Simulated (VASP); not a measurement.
# TaC (rock salt): computed properties

The numbers are results of PBE GGA, VASP's PBE PAW potentials (set 64) (plane waves; VASP), not measurements.

```
Item                                                                  Result
----------------------------------  ----------------------------------------
space group                                                      Fm-3m (225)
cell                                 a = b = c = 4.479 Å, α = β = γ = 90.00°
volume per atom                                                11.23 Å³/atom
band gap (over mesh and band path)  none (metal, semimetal or under 0.01 eV)
Hill bulk modulus                                                    325 GPa
Hill shear modulus                                                   232 GPa
Poisson's ratio                                                        0.212
density                                                          14.27 g/cm³
optical Γ-point spectrum                                       541 (×3) cm⁻¹
C11                                                                  765 GPa
C12                                                                  105 GPa
C44                                                                  183 GPa
```

Space group Fm-3m (No. 225); a = b = c = 4.4786 Å, α = β = γ = 90.00°

| atom | site | symmetry | x | y | z |
|---|---|---|---|---|---|
| Ta | 4a | m-3m | 0.0000 | 0.0000 | 0.0000 |
| C | 4b | m-3m | 0.5000 | 0.5000 | 0.5000 |
(The calculation used a cell of 2 atoms; values per cell refer to that cell.)

Measured: a 4.456 Å at 300 K (computed value off by +0.5 %), as given by Wikipedia, Lattice constant (list at 300 K). The calculation is for a static lattice, while the measured a holds thermal and zero-point effects, which are part of the difference. Finite-difference elastic constants of metals are sensitive to mesh and smearing; shear constants can be off by tens of GPa. Unless said otherwise, spin-orbit coupling is left out, though it shifts the bands of the heavy elements here.

The compound is TaC in the rock salt structure. It was relaxed first. Symmetry was kept, so distortions that lower it aren't found. The electron count is odd and the run is not spin-polarised, which forces a metal.
